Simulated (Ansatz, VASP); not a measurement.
# PN in two plane-wave programs

Wanted: the spread between two codes on one cell, functional and k mesh. The cell is generated by rule, not measured, and may not be a known phase. The cell is taken from a series of runs on this material, whose earlier steps may have relaxed, scaled, displaced or heated it; both programs get it as it stands.

Main program and level: Ansatz 0.2.0; plane waves, with VASP 6.6.1 beside it; zone-centre phonons at PBE.

The structure was built from a prototype and need not be the compound's stable phase.

## (1) Set-up

Symmetry: Fm-3m, No. 225, cubic system. Conventional cell: a = 4.352 Å, b = 4.352 Å, c = 4.352 Å, α = 90.00°, β = 90.00°, γ = 90.00°. Nearest to P lie 6 N at 2.18 Å. Nearest to N lie 6 P at 2.18 Å. Farther neighbours and most contacts between anions are not listed.

## (2) VASP: zone-centre phonons, PBE

Second derivatives magnify differences that forces hide, and they need a tight electronic threshold.

Lines of VASP's logs that name or quote its potential files are left out, and so is its time.

File INCAR:

```
SYSTEM = PN
PREC = Accurate
ENCUT = 600
EDIFF = 1E-08
NELM = 120
ISMEAR = 0
SIGMA = 0.27211
LREAL = .FALSE.
ALGO = Normal
GGA = PE
NBANDS = 11
LORBIT = 11
LWAVE = .FALSE.
LCHARG = .FALSE.
ISIF = 2
IBRION = 8
LASPH = .TRUE.
GGA_COMPAT = .FALSE.
EFERMI = MIDGAP
```

File POSCAR:

```
PN
1.0
    1.5385165283      0.8882629319      2.5123869701
   -1.5385165283      0.8882629319      2.5123869701
    0.0000000000     -1.7765258635      2.5123869702
P N
1 1
Direct
    0.5000000000      0.5000000000      0.5000000000
    0.0000000000      0.0000000000      0.0000000000
```

File KPOINTS:

```
Automatic mesh
0
Gamma
12 12 12
0 0 0
```

Potentials, in the order of the species: P and N (PBE family, release 64).

Run with:

```console
$ mpirun -np 1 vasp_std
```

Numbers of over 12 decimals in the logs are rounded to 6 here.

What it wrote:

```text
[banner, memory and clock lines left out]
running    1 mpi-ranks, on    1 nodes
 distrk:  each k-point on    1 cores,    1 groups
 distr:  one band on    1 cores,    1 groups

 POSCAR found type information on POSCAR P N
 POSCAR found :  2 types and       2 ions
 LDA part: xc-table for (Slater+PW92), standard interpolation
 POSCAR, INCAR and KPOINTS ok, starting setup
 FFT: planning ... GRIDC
 FFT: planning ... GRID_SOFT
 FFT: planning ... GRID
 WAVECAR not read
 entering main loop
       N       E                     dE             d eps       ncg     rms          rms(c)
DAV:   1     0.192953969735E+02    0.19295E+02   -0.56032E+03  1584   0.947E+02
DAV:   2    -0.111487651834E+02   -0.30444E+02   -0.28885E+02  2123   0.158E+02
DAV:   3    -0.123516428970E+02   -0.12029E+01   -0.11904E+01  1972   0.264E+01
DAV:   4    -0.123585181555E+02   -0.68753E-02   -0.68734E-02  1829   0.194E+00
DAV:   5    -0.123585530395E+02   -0.34884E-04   -0.34883E-04  1877   0.140E-01    0.870E+00
DAV:   6    -0.115289078343E+02    0.82965E+00   -0.93350E+00  1921   0.158E+01    0.416E+00
DAV:   7    -0.114764669187E+02    0.52441E-01   -0.58832E-01  1782   0.502E+00    0.336E+00
DAV:   8    -0.114811523526E+02   -0.46854E-02   -0.62518E-02  1746   0.211E+00    0.926E-01
DAV:   9    -0.114772412863E+02    0.39111E-02   -0.21433E-02  1833   0.855E-01    0.848E-02
DAV:  10    -0.114772977167E+02   -0.56430E-04   -0.46068E-04  1710   0.183E-01    0.148E-02
DAV:  11    -0.114772966486E+02    0.10681E-05   -0.39764E-06  1874   0.181E-02    0.686E-03
DAV:  12    -0.114772964740E+02    0.17458E-06   -0.72103E-07  1737   0.743E-03    0.236E-03
DAV:  13    -0.114772965292E+02   -0.55171E-07   -0.25185E-08  1755   0.136E-03    0.697E-04
DAV:  14    -0.114772965639E+02   -0.34747E-07   -0.45345E-09  1005   0.453E-04    0.749E-05
DAV:  15    -0.114772965648E+02   -0.83850E-09   -0.41293E-10   951   0.276E-04
   1 F= -.11477297E+02 E0= -.11472927E+02  d E =-.873985E-02
 Linear response reoptimize wavefunctions to high precision
DAV:   1    -0.114772965649E+02   -0.82366E-10   -0.20640E-11  1002   0.460E-05
 Linear response DOF=           2
 Linear response progress:
  Degree of freedom:   1/  2
       N       E                     dE             d eps       ncg     rms          rms(c)
RMM:   1    -0.345753355449E-01   -0.34575E-01    0.32470E-03 15016   0.129E+00
RMM:   2    -0.343797225636E-01    0.19561E-03   -0.93394E-04  9664   0.251E-01    0.158E-01
RMM:   3    -0.337034888437E-01    0.67623E-03   -0.93137E-05 10054   0.596E-02    0.882E-02
RMM:   4    -0.333494522072E-01    0.35404E-03   -0.51542E-05 10063   0.443E-02    0.220E-02
RMM:   5    -0.333975765035E-01   -0.48124E-04   -0.24023E-06 10179   0.125E-02    0.138E-03
RMM:   6    -0.334043733621E-01   -0.67969E-05   -0.30763E-07 10313   0.109E-03    0.542E-04
RMM:   7    -0.334070721977E-01   -0.26988E-05   -0.31377E-07 10307   0.688E-04    0.208E-04
RMM:   8    -0.334066592222E-01    0.41298E-06   -0.32941E-07 10707   0.127E-04    0.251E-05
RMM:   9    -0.334067924275E-01   -0.13321E-06   -0.23751E-07 10671   0.336E-05    0.558E-06
RMM:  10    -0.334068272088E-01   -0.34781E-07   -0.28584E-07 10657   0.162E-05    0.146E-06
RMM:  11    -0.334068157018E-01    0.11507E-07   -0.29936E-07  9407   0.141E-05    0.526E-07
RMM:  12    -0.334068160652E-01   -0.36341E-09   -0.32484E-07  6313   0.120E-05    0.603E-08
 first order change of Fermi-energy   0.78281E-04
 force on displaced ion       1 direction 1 :  11.259  -0.000   0.000
 Linear response progress:
  Degree of freedom:   2/  2
       N       E                     dE             d eps       ncg     rms          rms(c)
RMM:   1    -0.218912055810E+00   -0.21891E+00    0.17633E-01 12791   0.327E+00
RMM:   2    -0.221920905879E+00   -0.30089E-02   -0.39850E-03  9722   0.554E-01    0.173E-01
RMM:   3    -0.222582756646E+00   -0.66185E-03   -0.97695E-05  9960   0.749E-02    0.104E-01
RMM:   4    -0.223738855728E+00   -0.11561E-02   -0.76605E-05  9670   0.643E-02    0.133E-02
RMM:   5    -0.223713071856E+00    0.25784E-04   -0.22000E-06 10189   0.134E-02    0.187E-03
RMM:   6    -0.223696616057E+00    0.16456E-04   -0.57628E-09 10550   0.115E-03    0.760E-04
RMM:   7    -0.223695972490E+00    0.64357E-06    0.12584E-08 10435   0.664E-04    0.185E-04
RMM:   8    -0.223694587145E+00    0.13853E-05    0.66607E-08 10816   0.160E-04    0.512E-05
RMM:   9    -0.223694106072E+00    0.48107E-06    0.11485E-07 10787   0.757E-05    0.725E-06
RMM:  10    -0.223694171751E+00   -0.65679E-07    0.82249E-08 10992   0.322E-05    0.344E-06
RMM:  11    -0.223694173008E+00   -0.12570E-08    0.73155E-09  9867   0.311E-05    0.414E-07
 first order change of Fermi-energy  -0.13215E-04
 force on displaced ion       2 direction 1 :  11.261   0.000  -0.000
 Linear response finished
```

OUTCAR, selected parts (step 2):

```text
ion  position               nearest neighbor table
   1  0.500  0.500  0.500-   2 2.18   2 2.18   2 2.18   2 2.18   2 2.18   2 2.18
   2  0.000  0.000  0.000-   1 2.18   1 2.18   1 2.18   1 2.18   1 2.18   1 2.18

  LATTYP: Found a face centered cubic cell.
 ALAT       =     4.3515818806

 Subroutine GETGRP returns: Found 48 space group operations
 (whereof 48 operations were pure point group operations)

The static configuration has the point symmetry O_h .

 Found     72 irreducible k-points:

   k-points           NKPTS =     72   k-points in BZ     NKDIM =     72   number of bands    NBANDS=     11

   dimension x,y,z NGX =    28 NGY =   28 NGZ =   28
   dimension x,y,z NGXF=    56 NGYF=   56 NGZF=   56

   ENCUT  =  600.0 eV  44.10 Ry    6.64 a.u.   6.15  6.15  6.15*2*pi/ulx,y,z

   NELECT =      10.0000    total number of electrons

 k-points in reciprocal lattice and weights: Automatic mesh
   0.00000000  0.00000000  0.00000000       0.001
   0.08333333 -0.00000000  0.00000000       0.005
   0.16666667 -0.00000000 -0.00000000       0.005
   0.25000000 -0.00000000  0.00000000       0.005
   0.33333333 -0.00000000  0.00000000       0.005
   0.41666667 -0.00000000  0.00000000       0.005
   0.50000000 -0.00000000  0.00000000       0.002
   0.08333333  0.08333333  0.00000000       0.003
   0.16666667  0.08333333 -0.00000000       0.014
[...]
-0.33333333  0.50000000  0.16666667       0.007
  -0.25000000  0.50000000  0.25000000       0.003

 average (electrostatic) potential at core
       1 -80.7692       2 -60.3273

  Total       -0.0519901     -0.0519901     -0.0519901      0.0000000     -0.0000000     -0.0000000
  in kB       -4.0434247     -4.0434247     -4.0434247      0.0000000     -0.0000000     -0.0000000
  external PRESSURE =      -4.0434247 kB  Pullay stress =       0.0000000 kB

  energy-cutoff  :      600.00
  volume of cell :       20.60
      direct lattice vectors                 reciprocal lattice vectors
     1.538516528  0.888262932  2.512386970     0.324988384  0.187632131  0.132675952
    -1.538516528  0.888262932  2.512386970    -0.324988384  0.187632131  0.132675952
     0.000000000 -1.776525864  2.512386970     0.000000000 -0.375264262  0.132675952

 POSITION                                       TOTAL-FORCE (eV/Angst)
 -----------------------------------------------------------------------------------
      0.00000      0.00000      3.76858         0.000000     -0.000000      0.000000
      0.00000      0.00000      0.00000        -0.000000      0.000000     -0.000000
 -----------------------------------------------------------------------------------
    total drift:                                0.000000      0.000000      0.000000

 Eigenvectors and eigenvalues of the dynamical matrix
 ----------------------------------------------------

   1 f  =    0.000545 THz     0.003422 2PiTHz    0.018165 cm-1     0.002252 meV
             X         Y         Z           dx          dy          dz
      0.000000  0.000000  3.768580    -0.007785   -0.225203    0.798715
      0.000000  0.000000  0.000000    -0.005234   -0.151400    0.536961

   2 f  =    0.000545 THz     0.003422 2PiTHz    0.018165 cm-1     0.002252 meV
             X         Y         Z           dx          dy          dz
      0.000000  0.000000  3.768580    -0.109699   -0.791462   -0.224227
      0.000000  0.000000  0.000000    -0.073748   -0.532085   -0.150744

   3 f  =    0.000545 THz     0.003422 2PiTHz    0.018165 cm-1     0.002252 meV
             X         Y         Z           dx          dy          dz
      0.000000  0.000000  3.768580     0.822575   -0.107681   -0.022344
      0.000000  0.000000  0.000000     0.553001   -0.072392   -0.015021

   4 f/i=   16.893890 THz   106.147443 2PiTHz  563.519524 cm-1    69.867485 meV
             X         Y         Z           dx          dy          dz
      0.000000  0.000000  3.768580    -0.557922    0.000000    0.000000
      0.000000  0.000000  0.000000     0.829894    0.000000   -0.000000

   5 f/i=   16.893890 THz   106.147443 2PiTHz  563.519524 cm-1    69.867485 meV
             X         Y         Z           dx          dy          dz
      0.000000  0.000000  3.768580     0.000000   -0.020848    0.557532
      0.000000  0.000000  0.000000     0.000000    0.031011   -0.829314

   6 f/i=   16.893890 THz   106.147443 2PiTHz  563.519524 cm-1    69.867485 meV
             X         Y         Z           dx          dy          dz
      0.000000  0.000000  3.768580    -0.000000    0.557532    0.020848
      0.000000  0.000000  0.000000    -0.000000   -0.829314   -0.031011

 ELASTIC MODULI CONTR FROM IONIC RELAXATION (kBar)
 Direction    XX          YY          ZZ          XY          YZ          ZX
 --------------------------------------------------------------------------------
 XX           0.0000      0.0000      0.0000      0.0000      0.0000      0.0000
 YY           0.0000      0.0000      0.0000      0.0000      0.0000      0.0000
 ZZ           0.0000      0.0000      0.0000      0.0000      0.0000      0.0000
 XY           0.0000      0.0000      0.0000      0.0000      0.0000      0.0000
 YZ           0.0000      0.0000      0.0000      0.0000      0.0000      0.0000
 ZX           0.0000      0.0000      0.0000      0.0000      0.0000      0.0000
 --------------------------------------------------------------------------------
```

The gap is under twice the smearing width, so the edge states are partly filled and the run can't tell a small gap from a semimetal.

## (3) Ansatz: zone-centre phonons, PBE

Ansatz runs on its PAW jth soft_2 files.

The same cell, functional, mesh and smearing now go to Ansatz, which takes its cutoff from its data sets.

File input.yaml:

```yaml
crystal:
  lattice:
    - [1.5385165283, 0.8882629319, 2.5123869701]
    - [-1.5385165283, 0.8882629319, 2.5123869701]
    - [0.0, -1.7765258635, 2.5123869702]
  atoms:
    - { symbol: P, position: [0.5, 0.5, 0.5] }
    - { symbol: "N", position: [0.0, 0.0, 0.0] }
kpoints:
  mp_grid: { grid: [12, 12, 12] }
hamiltonian:
  xc: pbe
  pseudopotentials: { kind: paw, source: jth }
scf:
  occupations: { method: gaussian, width: 0.27211 }
output:
  eigenvalues: true
phonons:
  method: dfpt
```

Run with:

```console
$ ansatz run input.yaml --threads 4 --pin off --max-ram 8192MiB --backend cpu --events-out ev --progress --plain --runs-dir out
```

What it wrote:

```text
Warning: <dir> the checks of this P dataset prove no rule for summing its radial tables, as where they were carried onto another mesh than they were made on, and Gregory's rule is taken, under which a leading mesh point left out moves its sums only by what lay on the interval it spanned. That does not make them correct, and they differ from Quantum ESPRESSO's on this file; a re-export a fraction of a mesh step off can move them. hamiltonian.pseudopotentials.radial_quadrature: simpson_from_first_knot sums it by `pw.x`'s rule; on a PAW file no value gives `pw.x`'s numbers. What more to know: hamiltonian.pseudopotentials.radial_quadrature, in the input reference
Warning: <dir> the checks of this N dataset prove no rule for summing its radial tables, as where they were carried onto another mesh than they were made on, and Gregory's rule is taken, under which a leading mesh point left out moves its sums only by what lay on the interval it spanned. That does not make them correct, and they differ from Quantum ESPRESSO's on this file; a re-export a fraction of a mesh step off can move them. hamiltonian.pseudopotentials.radial_quadrature: simpson_from_first_knot sums it by `pw.x`'s rule; on a PAW file no value gives `pw.x`'s numbers. What more to know: hamiltonian.pseudopotentials.radial_quadrature, in the input reference
Engine: ansatz 0.2.0, aarch64-unknown-linux-gnu
Pseudopotentials: kind: paw
Pseudopotential: P, paw, valence charge 5, recommended cutoff 840 eV (normal), P.paw.azcp
Pseudopotential: N, paw, valence charge 5, recommended cutoff 1320 eV (normal), N.paw.azcp
Functional definition: PBE
  parameter kappa = 0.804
  parameter beta = 0.066725
  exchange = pbe_x(kappa = kappa, mu = beta*pi^2/3)
  correlation = pbe_c(beta = beta)
Crystal: 2 atoms, lattice volume = 20.601 Å³
Basis set: ecut = 1320 eV, 2229 PW (Γ), exchange–correlation on 80×80×80 points (8 copies of the dense FFT grid, shifted against one another)
Bands: 9, of which v1, the nominal top of the filled ones, is band 5 counted from 1 (4 counted from 0)
Symmetry: 48 space group operations
k-points: 189 of 1728 (irreducible under 6 space group operations, time reversal used)
Non-local potential: P, projectors of the file, l = 0: 2, l = 1: 2
Non-local potential: N, projectors of the file, l = 0: 2, l = 1: 2
PAW form: soft (Blöchl's): semilocal exchange-correlation on the pseudo side does not see the compensation charge
PAW one-centre angular grid: P, 110 points (default); XC on 89 of its mesh's 817 points in the sphere
PAW one-centre angular grid: N, 110 points (default); XC on 64 Gauss nodes
Initial density: superposition of atomic densities (chi_scale 0.1, normalization cell, long waves kept (reshape's long-wave potential 0.00 eV rms))
Initial wavefunctions: pseudopotential atomic-orbital guess
Functional: x = pbe(κ = 0.804, μ = 0.219515), c = pbe(β = 0.066725)
SCF iter   1: F=—  HF=-1137.583813 eV  |F-HF|=—  |Δ(HF+E_count)|=         —  Δρ=7.30e-2  dr2=1.38e0  ethr=3.10e-3  ⟨swp⟩=8.0  Hψ=17551  notcnv=0
preconditioner: auto → none  [metal: Δε(μ)=0.127 eV  Ē_g=13.062 eV  σ=0.272 eV  W_gap=0.25  n_scr=0 (ndim 8)  ℏωp=25.9 eV  f_vac=0.001  D(μ)=0.19/eV (n_scr^D=0)]
SCF iter   2: F=—  HF=-1137.314911 eV  |F-HF|=—  |Δ(HF+E_count)|=   2.69e-1  Δρ=1.94e-2  dr2=8.68e-2  ethr=3.10e-3  ⟨swp⟩=2.6  Hψ=4332  notcnv=0
SCF iter   3: F=—  HF=-1137.303463 eV  |F-HF|=—  |Δ(HF+E_count)|=   1.14e-2  Δρ=4.21e-3  dr2=1.45e-3  ethr=8.68e-4  ⟨swp⟩=1.4  Hψ=1931  notcnv=0
SCF iter   4: F=—  HF=-1137.304997 eV  |F-HF|=—  |Δ(HF+E_count)|=   1.53e-3  Δρ=6.39e-4  dr2=4.91e-5  ethr=1.45e-5  ⟨swp⟩=2.8  Hψ=2873  notcnv=0
SCF iter   5: F=—  HF=-1137.305011 eV  |F-HF|=—  |Δ(HF+E_count)|=   1.49e-5  Δρ=5.97e-5  dr2=4.05e-7  ethr=4.91e-7  ⟨swp⟩=2.7  Hψ=2721  notcnv=0
SCF iter   6: F=—  HF=-1137.305010 eV  |F-HF|=—  |Δ(HF+E_count)|=   1.83e-6  Δρ=5.92e-6  dr2=2.77e-9  ethr=4.05e-9  ⟨swp⟩=3.1  Hψ=3024  notcnv=0
SCF iter   7: F=—  HF=-1137.305010 eV  |F-HF|=—  |Δ(HF+E_count)|=  5.62e-10  Δρ=4.86e-7  dr2=1.98e-11  ethr=2.77e-11  ⟨swp⟩=2.2  Hψ=2715  notcnv=0
SCF iter   8: F=-1137.305010 eV  HF=-1137.305010 eV  |F-HF|=4.55e-13  |Δ(HF+E_count)|=  2.52e-11  Δρ=3.18e-8  dr2=8.09e-14  ethr=1.00e-12  ⟨swp⟩=10.3  Hψ=13092  notcnv=0
SCF 1 converged in 8 iterations: F = -1137.305010 eV  dr2 = 8.09e-14
  greatest PAW one-centre occupation: 0.470 electrons in one spin orbital (limit 2), on the N atom at site 1 (counted from 0), in its partial waves of l = 0
DFPT response loops at Γ: preconditioner auto → Kerker (q_TF=auto, 2.419 Å⁻¹) (partly filled bands, converged f_vac=0.001); β = 1.00, the filter's whole step (`scf.mixing.beta` (0.50) is not read by the response loops under this deck's `scf.mixing.preconditioner`; to damp them name `kerker` or `kerker_dos`, under which they read `scf.mixing.beta`, and type it under 1.00, their step now; both keys bind the ground state too); Broyden in place of MSR1
SCF converged after 8 iterations
Free energy (F): -1137.305010 eV
Harris-Foulkes:  -1137.305010 eV  (|F-HF|=4.55e-13)
Internal energy: -1137.296300 eV  (E = F + TS)
E sigma→0 (E₀):  -1137.300655 eV
Entropy (-TS):   -0.008709 eV (-4.355 meV/atom)
Fermi energy:    12.162840 eV
--- Per-component energies (eV) ---
  E_band       = 37.750820
  E_kinetic    = 222.814225
  E_local      = -209.329494  (includes V_loc(G=0)·N_el)
  E_nonlocal   = 83.222474
  E_hartree    = 51.110647
  E_xc         = -134.399189
  E_vxc        = -151.659451  (∫ρ·V_xc dr)
  E_paw        = -681.275581  (= ΣΔE_a)
  E_vpaw       = -9.518224  (= ΣTr[D̂ρ^β])
  E_aug_tail   = -0.000004  (compensation charges beyond the density's cutoff)
  E_ewald      = -469.439378
  E_smearing   = -0.008709  (= −TS)
  E_closure    = 0.000000  (closes the sum)
  Σ components = -1137.305010   (vs F -1137.305010, Δ=0.00e0)
--- Band table (eV; the first three rows and the last of 189) ---
  k-point 0: bands = ["-7.7943", "7.3118", "8.5289", "8.5289", "8.5289", "17.2076", "17.2076", "17.2076", "19.8358"]
  k-point 1: bands = ["-7.6625", "6.2335", "8.5120", "8.5120", "9.3522", "16.6962", "16.6962", "16.7593", "19.8598"]
  k-point 2: bands = ["-7.2711", "4.5540", "8.4761", "8.4761", "10.2844", "15.6226", "15.6226", "15.8512", "19.9660"]
  k-point 188: bands = ["-4.3491", "-1.1900", "8.5095", "8.5095", "11.5284", "12.7288", "12.7288", "13.6127", "21.8925"]
--- Phonons (Γ-DFPT): 2 representative perturbations + reference, on 189 of 1728 k-points (Σ response iterations 6) ---
  k mesh reduced under 6 symmetry operations, with k and −k counted as one. Each operation leaves every solved perturbation unchanged. A smaller set is not used because it would not reduce the number of displacements times k-points to solve
  ASR residual: 2.252e-4 → 0.000e0 eV/Å²; symmetrization residual: 6.824e-6 eV/Å²
  ASR residual per site (eV/Å²): 9.43e-6 2.25e-4
  Γ frequencies (cm⁻¹): -560.52 -560.52 -560.52 0.00 0.00 0.00
  non-analytic LO–TO correction: not included (Born effective charges unavailable; polar crystals: no LO–TO splitting at Γ)
```

## (4) Differences

Known differences besides the potentials themselves: the cutoff is 1320 eV in Ansatz and 600 eV in VASP. Total energies have different zeros and are not compared.

Both answers:

```csv
quantity,Ansatz,VASP,difference
"optical mode 1 to 3 (imaginary, printed as negative) (cm⁻¹)",-560.5,-563.5,+3.0
```

Modes are paired by rising frequency, not by their patterns, so a pair may set unlike modes beside each other; they are those without the splitting of longitudinal modes.

## (5) Results

```json
{"r.m.s. difference of the optical zone-centre modes, each program's sorted by frequency (zone-centre phonons, PBE)": "3.0 cm⁻¹"}
```

In words: The r.m.s. difference of the optical zone-centre modes, each program's sorted by frequency is 3.0 cm⁻¹ (zone-centre phonons, PBE). How closely two codes agree says nothing of how well the functional describes the real material.

[Lines on the potential files, build, host, timing and source positions are cut from VASP's logs without a mark.]

[Logs are printed without paths, hosts, clocks, repeated set-up lines and the standing remarks that a program may print on its own settings, such as how far it seeks lower states.]

[Hosts, paths, dates, database ids (printed as entryN), source tags and the programs' standing remarks are cut or masked in the printed files.]
